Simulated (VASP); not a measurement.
The input files of a VASP run:

**INCAR**
```
SYSTEM = AlAs
PREC = Accurate
ENCUT = 520
EDIFF = 1E-7
NELM = 100
ALGO = Normal
LREAL = .FALSE.
LASPH = .TRUE.
ISMEAR = 0
SIGMA = 0.05
GGA = PE
LMAXMIX = 4
LWAVE = .FALSE.
LCHARG = .FALSE.
ISIF = 2
```

### POSCAR
```
AlAs
1
    0.0000000000     2.8946664940     2.8946664940
    2.8946664940     0.0000000000     2.8946664940
    2.8946664940     2.8946664940     0.0000000000
Al As
1 1
Direct
  0.0000000000   0.0000000000   0.0000000000
  0.2500000000   0.2500000000   0.2500000000
```

File KPOINTS:
```
Automatic mesh
0
G
8 8 8
```

POTCAR, in this order: Al As (PBE.64 set). Program: vasp_std.

Task: Write an equivalent input for Ansatz.

Result: One equivalent input (not run):
Ansatz 0.2 input:
```yaml
crystal:
  lattice:
    - [0.0000000, 2.8946665, 2.8946665]
    - [2.8946665, 0.0000000, 2.8946665]
    - [2.8946665, 2.8946665, 0.0000000]
  atoms:
    - { symbol: Al, position: [0.0000000, 0.0000000, 0.0000000] }
    - { symbol: As, position: [0.2500000, 0.2500000, 0.2500000] }
kpoints:
  mp_grid: { grid: [8, 8, 8] }
hamiltonian:
  xc: pbe
  pseudopotentials: { kind: paw }
scf:
  occupations: { method: gaussian, width: 0.05 }
  max_iter: 100
output: { forces: true, stress: true, eigenvalues: true }
```
Limits of the translation: each code has its own PAW files, so the cut-off isn't converted (ENCUT is set for VASP's; basis.ecutwfc is left out, and Ansatz then takes the one that its files recommend); Ansatz stops its SCF on the density residual and VASP on the energy change (EDIFF).

The compound is AlAs in the zinc blende structure. This cell is one point of a volume scan, at 1.03 of the reference volume.
